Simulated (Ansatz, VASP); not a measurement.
# Cross-check of ZnS between VASP and Ansatz

Aim: how closely do two programs agree when they are given the same cell, functional and k mesh? The cell is taken from a series of runs on this material, whose earlier steps may have relaxed, scaled, displaced or heated it; both programs get it as it stands.

Main program and level: Ansatz 0.2.0; plane waves, with VASP 6.6.1 beside it; single point at PBE.

### 1. Starting point

It takes space group F-43m (No. 216, cubic). The conventional cell has a = 5.550 Å, b = 5.550 Å, c = 5.550 Å, α = 90.00°, β = 90.00°, γ = 90.00°. Nearest to S lie 4 Zn at 2.40 Å. Nearest to Zn lie 4 S at 2.40 Å. Farther neighbours and most contacts between anions are not listed.

As a file:

```xyz
2
Lattice="0.0000 2.7752 2.7752 2.7752 0.0000 2.7752 2.7752 2.7752 0.0000" Properties=species:S:1:pos:R:3 pbc="T T T"
S     0.0000    0.0000    0.0000
Zn    4.1628    4.1628    4.1628
```

### 2. VASP: single point, PBE

A single point gives forces, pressure and levels at one fixed geometry, so differences don't come from the geometry; what else differs is listed under the comparison.

Lines of VASP's logs that name or quote its potential files are left out, and so is its time.

Contents of INCAR:

```
SYSTEM = ZnS
PREC = Accurate
ENCUT = 500
EDIFF = 1E-06
NELM = 120
ISMEAR = 0
SIGMA = 0.01
LREAL = .FALSE.
ALGO = Normal
GGA = PE
NBANDS = 15
LORBIT = 11
LWAVE = .FALSE.
LCHARG = .FALSE.
ISIF = 2
LASPH = .TRUE.
GGA_COMPAT = .FALSE.
EFERMI = MIDGAP
```

Contents of POSCAR:

```
ZnS
1.0
    0.0000000000      2.7752136305      2.7752136305
    2.7752136305      0.0000000000      2.7752136305
    2.7752136305      2.7752136305      0.0000000000
S Zn
1 1
Direct
    0.0000000000      0.0000000000      0.0000000000
    0.7500000000      0.7500000000      0.7500000000
```

Contents of KPOINTS:

```
Automatic mesh
0
Gamma
12 12 12
0 0 0
```

Potentials, in the order of the species: S and Zn (PBE family, release 64).

Run with:

```console
$ mpirun -np 1 vasp_std
```

Numbers of over 12 decimals in the logs are rounded to 6 here.

Output:

```text
[banner, memory and clock lines left out]
running    1 mpi-ranks, on    1 nodes
 distrk:  each k-point on    1 cores,    1 groups
 distr:  one band on    1 cores,    1 groups

 POSCAR found type information on POSCAR S Zn
 POSCAR found :  2 types and       2 ions
 LDA part: xc-table for (Slater+PW92), standard interpolation
 POSCAR, INCAR and KPOINTS ok, starting setup
 FFT: planning ... GRIDC
 FFT: planning ... GRID_SOFT
 FFT: planning ... GRID
 WAVECAR not read
 entering main loop
       N       E                     dE             d eps       ncg     rms          rms(c)
DAV:   1     0.797659383846E+02    0.79766E+02   -0.83359E+03  2160   0.134E+03
DAV:   2    -0.182619621761E+01   -0.81592E+02   -0.76276E+02  2370   0.256E+02
DAV:   3    -0.720064799738E+01   -0.53745E+01   -0.53457E+01  2783   0.625E+01
DAV:   4    -0.725667084067E+01   -0.56023E-01   -0.56005E-01  2580   0.678E+00
DAV:   5    -0.725735360699E+01   -0.68277E-03   -0.68275E-03  2895   0.710E-01    0.594E+00
DAV:   6    -0.684355569344E+01    0.41380E+00   -0.79468E-01  3269   0.307E+01    0.470E+00
DAV:   7    -0.682662011723E+01    0.16936E-01   -0.24137E-01  2461   0.447E+00    0.247E+00
DAV:   8    -0.682595154969E+01    0.66857E-03   -0.50077E-03  2497   0.667E-01    0.639E-01
DAV:   9    -0.682628641194E+01   -0.33486E-03   -0.10625E-03  2608   0.271E-01    0.109E-01
DAV:  10    -0.682645977504E+01   -0.17336E-03   -0.16451E-04  2412   0.148E-01    0.537E-02
DAV:  11    -0.682646498980E+01   -0.52148E-05   -0.38438E-05  2860   0.105E-01    0.583E-03
DAV:  12    -0.682646661859E+01   -0.16288E-05   -0.34565E-06  2405   0.248E-02    0.605E-03
DAV:  13    -0.682646670451E+01   -0.85919E-07   -0.69077E-07  1878   0.128E-02
   1 F= -.68264667E+01 E0= -.68264667E+01  d E =0.000000E+00
```

OUTCAR, selected parts (step 2):

```text
ion  position               nearest neighbor table
   1  0.000  0.000  0.000-   2 2.40   2 2.40   2 2.40   2 2.40
   2  0.750  0.750  0.750-   1 2.40   1 2.40   1 2.40   1 2.40

  LATTYP: Found a face centered cubic cell.
 ALAT       =     5.5504272610

 Subroutine GETGRP returns: Found 24 space group operations
 (whereof 24 operations were pure point group operations)

The static configuration has the point symmetry T_d .

 Found     72 irreducible k-points:

   k-points           NKPTS =     72   k-points in BZ     NKDIM =     72   number of bands    NBANDS=     15

   dimension x,y,z NGX =    30 NGY =   30 NGZ =   30
   dimension x,y,z NGXF=    60 NGYF=   60 NGZF=   60

   ENCUT  =  500.0 eV  36.75 Ry    6.06 a.u.   7.16  7.16  7.16*2*pi/ulx,y,z

   NELECT =      18.0000    total number of electrons

 k-points in reciprocal lattice and weights: Automatic mesh
   0.00000000  0.00000000  0.00000000       0.001
   0.08333333  0.00000000  0.00000000       0.005
   0.16666667  0.00000000  0.00000000       0.005
   0.25000000  0.00000000  0.00000000       0.005
   0.33333333  0.00000000  0.00000000       0.005
   0.41666667  0.00000000  0.00000000       0.005
   0.50000000  0.00000000  0.00000000       0.002
   0.08333333  0.08333333  0.00000000       0.003
   0.16666667  0.08333333  0.00000000       0.014
[...]
-0.33333333  0.50000000  0.16666667       0.007
  -0.25000000  0.50000000  0.25000000       0.003

 average (electrostatic) potential at core
       1 -89.1248       2 -36.8053

 E-fermi :   2.2795

 k-point     1 :       0.0000    0.0000    0.0000
  band No.  band energies     occupation
    ...
      5      -4.2536      2.00000
      6      -4.2536      2.00000
      7       1.3942      2.00000
      8       1.3942      2.00000
      9       1.3942      2.00000
     10       3.1647      0.00000
     11       7.8299      0.00000
     12       7.8299      0.00000
     13       7.8299      0.00000
     14      12.8186      0.00000
    ...

 k-point     2 :       0.0833    0.0000    0.0000
  band No.  band energies     occupation
    ...
      5      -4.2543      2.00000
      6      -4.2543      2.00000
      7       0.8212      2.00000
      8       1.3351      2.00000
      9       1.3351      2.00000
     10       3.6402      0.00000
     11       7.7353      0.00000
     12       7.9393      0.00000
     13       7.9393      0.00000
     14      12.7385      0.00000
    ...

 k-point     3 :       0.1667    0.0000    0.0000
  band No.  band energies     occupation
    ...
      5      -4.2549      2.00000
      6      -4.2549      2.00000
      7      -0.2034      2.00000
      8       1.1814      2.00000
      9       1.1814      2.00000
     10       4.3011      0.00000
     11       7.7179      0.00000
     12       8.1934      0.00000
     13       8.1934      0.00000
     14      12.3130      0.00000
    ...

  Total       -0.9230290     -0.9230290     -0.9230290      0.0000000      0.0000000     -0.0000000
  in kB      -34.5944699    -34.5944699    -34.5944699      0.0000000      0.0000000     -0.0000000
  external PRESSURE =     -34.5944699 kB  Pullay stress =       0.0000000 kB

  energy-cutoff  :      500.00
  volume of cell :       42.75
      direct lattice vectors                 reciprocal lattice vectors
     0.000000000  2.775213631  2.775213631    -0.180166310  0.180166310  0.180166310
     2.775213631  0.000000000  2.775213631     0.180166310 -0.180166310  0.180166310
     2.775213631  2.775213631  0.000000000     0.180166310  0.180166310 -0.180166310

 POSITION                                       TOTAL-FORCE (eV/Angst)
 -----------------------------------------------------------------------------------
      0.00000      0.00000      0.00000        -0.000000     -0.000000     -0.000000
      4.16282      4.16282      4.16282         0.000000      0.000000      0.000000
 -----------------------------------------------------------------------------------
    total drift:                               -0.000000     -0.000000      0.000000

  FREE ENERGIE OF THE ION-ELECTRON SYSTEM (eV)
  ---------------------------------------------------
  free  energy   TOTEN  =        -6.8264667045 eV

  energy  without entropy=       -6.8264667045  energy(sigma->0) =       -6.82646670

 total charge
# of ion       s       p       d       tot
------------------------------------------
    1        1.318   2.398   0.000   3.716
    2        0.500   0.412   9.792  10.705
--------------------------------------------------
tot          1.818   2.811   9.792  14.421

[... 3 further parts left out ...]
```

The run ends at a pressure of -3.46 GPa.

### 3. Ansatz: single point, PBE

Ansatz runs on its PAW soft_1 files.

The same cell, functional and mesh now go to Ansatz, which takes its cutoff from its data sets.

Contents of input.yaml:

```yaml
crystal:
  lattice:
    - [0.0, 2.7752136305, 2.7752136305]
    - [2.7752136305, 0.0, 2.7752136305]
    - [2.7752136305, 2.7752136305, 0.0]
  atoms:
    - { symbol: S, position: [0.0, 0.0, 0.0] }
    - { symbol: Zn, position: [0.75, 0.75, 0.75] }
kpoints:
  mp_grid: { grid: [12, 12, 12] }
hamiltonian:
  xc: pbe
  pseudopotentials: { kind: paw, azcp: { folder: soft_1 } }
scf:
  occupations: { method: fixed }
output:
  forces: true
  stress: true
  eigenvalues: true
```

Run with:

```console
$ ansatz run input.yaml --threads 4 --pin off --max-ram 10240MiB --backend cpu --events-out ev --progress --plain --runs-dir out
```

Output:

```text
Engine: ansatz 0.2.0, aarch64-unknown-linux-gnu
Pseudopotentials: kind: paw
Pseudopotential: S, paw, valence charge 6, recommended cutoff 420 eV (normal), soft_1/S.paw.azcp
Pseudopotential: Zn, paw, valence charge 12, recommended cutoff 420 eV (normal), soft_1/Zn.paw.azcp
Functional definition: PBE
  parameter kappa = 0.804
  parameter beta = 0.066725
  exchange = pbe_x(kappa = kappa, mu = beta*pi^2/3)
  correlation = pbe_c(beta = beta)
Crystal: 2 atoms, lattice volume = 42.748 Å³
Basis set: ecut = 420 eV, 869 PW (Γ), exchange–correlation on 54×54×54 points (8 copies of the dense FFT grid, shifted against one another)
Bands: 13, of which v1, the nominal top of the filled ones, is band 9 counted from 1 (8 counted from 0)
Symmetry: 24 space group operations
Space group: F-43m (ITA 216), of the structure as read, at distance tolerance 3.5e-5 Å
k-points: 72 of 1728 (time reversal used)
Non-local potential: S, projectors of the file, l = 0: 2, l = 1: 2, l = 2: 1
Non-local potential: Zn, projectors of the file, l = 0: 2, l = 1: 2, l = 2: 3, l = 3: 1
PAW form: soft (Blöchl's): semilocal exchange-correlation on the pseudo side does not see the compensation charge
PAW one-centre angular grid: S, 110 points (default); XC on 64 Gauss nodes
PAW one-centre angular grid: Zn, 590 points (default); XC on 64 Gauss nodes
Initial density: superposition of atomic densities (chi_scale 0.1, normalization cell, long waves kept (reshape's long-wave potential 0.00 eV rms))
Initial wavefunctions: pseudopotential atomic-orbital guess
Functional: x = pbe(κ = 0.804, μ = 0.219515), c = pbe(β = 0.066725)
SCF iter   1: F=—  HF=-4222.800694 eV  |F-HF|=—  |Δ(HF+E_count)|=         —  Δρ=4.11e-2  dr2=4.19e-1  ethr=3.10e-3  ⟨swp⟩=5.1  Hψ=5507  notcnv=0  defer=134
preconditioner: auto → none  [insulator: Δε(μ)=1.954 eV  Ē_g=12.209 eV  n_scr=14 (ndim 8)  ℏωp=24.1 eV  f_vac=0.002  ε∞_Penn≈4.9]
SCF iter   2: F=—  HF=-4222.720537 eV  |F-HF|=—  |Δ(HF+E_count)|=   8.02e-2  Δρ=1.38e-2  dr2=4.66e-2  ethr=2.33e-3  ⟨swp⟩=2.0  Hψ=2241  notcnv=0  defer=135
SCF iter   3: F=—  HF=-4222.710749 eV  |F-HF|=—  |Δ(HF+E_count)|=   9.79e-3  Δρ=1.00e-2  dr2=2.11e-2  ethr=2.59e-4  ⟨swp⟩=2.0  Hψ=1693  notcnv=0  defer=139
SCF iter   4: F=—  HF=-4222.707896 eV  |F-HF|=—  |Δ(HF+E_count)|=   2.85e-3  Δρ=2.24e-3  dr2=1.77e-3  ethr=1.17e-4  ⟨swp⟩=2.0  Hψ=2205  notcnv=0  defer=139
SCF iter   5: F=—  HF=-4222.707781 eV  |F-HF|=—  |Δ(HF+E_count)|=   1.14e-4  Δρ=5.98e-4  dr2=8.59e-5  ethr=9.84e-6  ⟨swp⟩=2.3  Hψ=1606  notcnv=0  defer=139
SCF iter   6: F=—  HF=-4222.707818 eV  |F-HF|=—  |Δ(HF+E_count)|=   3.70e-5  Δρ=8.17e-5  dr2=1.47e-6  ethr=4.77e-7  ⟨swp⟩=2.8  Hψ=1623  notcnv=0  defer=74
SCF iter   7: F=-4222.707818 eV  HF=-4222.707819 eV  |F-HF|=3.36e-8  |Δ(HF+E_count)|=   2.59e-7  Δρ=1.14e-5  dr2=4.99e-8  ethr=5.56e-10  ⟨swp⟩=7.2  Hψ=7091  notcnv=0
SCF 1 converged in 7 iterations: F = -4222.707818 eV  dr2 = 4.99e-8
  greatest PAW one-centre occupation: 0.984 electrons in one spin orbital (limit 2), on the Zn atom at site 1 (counted from 0), in its partial waves of l = 2
SCF converged after 7 iterations
Free energy (F): -4222.707818 eV
Harris-Foulkes:  -4222.707819 eV  (|F-HF|=3.36e-8)
Internal energy: -4222.707818 eV  (E = F + TS)
E sigma→0 (E₀):  -4222.707818 eV
Fermi energy:    4.776719 eV
--- Per-component energies (eV) ---
  E_band       = -8.679571
  E_kinetic    = 250.876387
  E_local      = -2318.849536  (includes V_loc(G=0)·N_el)
  E_nonlocal   = 855.231908
  E_hartree    = 883.410510
  E_xc         = -166.331657
  E_vxc        = -132.351605  (∫ρ·V_xc dr)
  E_paw        = -2506.731615  (= ΣΔE_a)
  E_vpaw       = -430.402362  (= ΣTr[D̂ρ^β])
  E_aug_tail   = -0.000246  (compensation charges beyond the density's cutoff)
  E_ewald      = -1220.313569
  E_smearing   = -0.000000  (= −TS)
  E_closure    = -0.000000  (closes the sum)
  Σ components = -4222.707818   (vs F -4222.707818, Δ=0.00e0)
--- Forces (eV/Å), atoms counted from 1 ---
  atom   1  S     -0.00000000     0.00000000    -0.00000000
  atom   2  Zn     0.00000000    -0.00000000     0.00000000
  max |Σ_I F_I| component: 5.55e-17 eV/Å
--- Stress (GPa, compression-positive) ---
       -3.558744      -0.000000      -0.000000
       -0.000000      -3.558744       0.000000
       -0.000000       0.000000      -3.558744
  P = ⅓ Tr σ = -3.5587 GPa (-35.587 kbar)
--- Band table (eV; the first three rows and the last of 72) ---
  k-point 0: bands = [... 5 lower, -0.8731, 4.7767, 4.7767, 4.7767, 6.5426, 11.1889, 11.1889, 11.1889]
  k-point 1: bands = [... 5 lower, -0.8738, 4.2041, 4.7175, 4.7175, 7.0176, 11.0948, 11.2978, 11.2978]
  k-point 2: bands = [... 5 lower, -0.8743, 3.1801, 4.5637, 4.5637, 7.6779, 11.0779, 11.5509, 11.5509]
  k-point 71: bands = [... 5 lower, -0.5466, 0.5572, 2.3607, 2.3960, 10.4293, 10.4851, 12.4468, 13.0031]
```

The run ends at a pressure of -3.56 GPa.

### 4. Differences

Known differences besides the potentials themselves: fixed occupations in Ansatz, narrow Gaussian smearing in VASP; the cutoff is 420 eV in Ansatz and 500 eV in VASP. Total energies have different zeros and are not compared.

The two programs side by side:

| quantity | Ansatz | VASP | difference |
| --- | --- | --- | --- |
| pressure (GPa) | -3.56 | -3.46 | -0.10 |
| gap on the k mesh (eV) | 1.766 | 1.770 | -0.005 |

A gap on the mesh is an upper bound, since the band edges may lie between its points.

### 5. Summary of results

- difference in gap on the k mesh (single point, PBE): -0.0047 eV

What this shows: The difference in gap on the k mesh is -0.0047 eV (single point, PBE), within the 0.08 eV picked in this series as the mark of a large difference. Such differences can come from data sets, numerical settings and the points named under the comparisons, not from the functional's error against experiment.

[Lines on the potential files, build, host, timing and source positions are cut from VASP's logs without a mark.]

[Logs are printed without paths, hosts, clocks, repeated set-up lines and the standing remarks that a program may print on its own settings, such as how far it seeks lower states.]

[Hosts, paths, dates, database ids (printed as entryN), source tags and the programs' standing remarks are cut or masked in the printed files.]
